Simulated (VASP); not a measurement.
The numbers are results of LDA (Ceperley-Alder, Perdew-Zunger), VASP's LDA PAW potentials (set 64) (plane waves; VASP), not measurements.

VASP input:

**POSCAR**
```
SnPt
1
    4.0611890000     0.0000000000     0.0000000000
   -2.0305940000     3.5170930000     0.0000000000
    0.0000000000     0.0000000000     5.3660680000
Sn Pt
2 2
Direct
  0.6568820000   0.3277610000   0.7441410000
  0.3328290000   0.6788220000   0.2513190000
 -0.0046950000  -0.0128320000   0.4970990000
  0.0149840000   0.0062500000   0.0074400000
```

KPOINTS:
```
Automatic mesh
0
Gamma
5 5 4
0 0 0
```

**INCAR**
```
# general
SYSTEM   =  SnPt
PREC     =  Accurate
ENCUT    =  300
LREAL    =  .FALSE.
LASPH    =  .TRUE.

# electronic loop
EDIFF    =  1E-6
NELM     =  100
ALGO     =  Normal
LMAXMIX  =  6

# smearing
ISMEAR   =  -1
SIGMA    =  0.1

# ions
ISIF     =  2

# output
LWAVE    =  .FALSE.
LCHARG   =  .FALSE.
```

POTCAR, in this order: Sn_d Pt (LDA.64 set). Program: vasp_std.

Question: What will the output report for the number of irreducible k-points (NKPTS), largest plane-wave count, number of space-group operations, FFT grid (NGX, NGY, NGZ)?

Answer: 
| Item | Value |
|---|---|
| number of irreducible k-points (NKPTS) | 51 |
| largest plane-wave count | 916 |
| number of space-group operations | 1 |
| FFT grid (NGX, NGY, NGZ) | 24 × 24 × 30 |

The structure comes from a computed database's SnPt entry; how it stands against other phases isn't given here. The cell was not relaxed at this level, atoms are displaced from their ideal sites, and its volume differs by -5.9 % from the start's. The k-mesh is coarse (spacing up to 0.36 per Å, 2π included), so the numbers may not be converged in it.
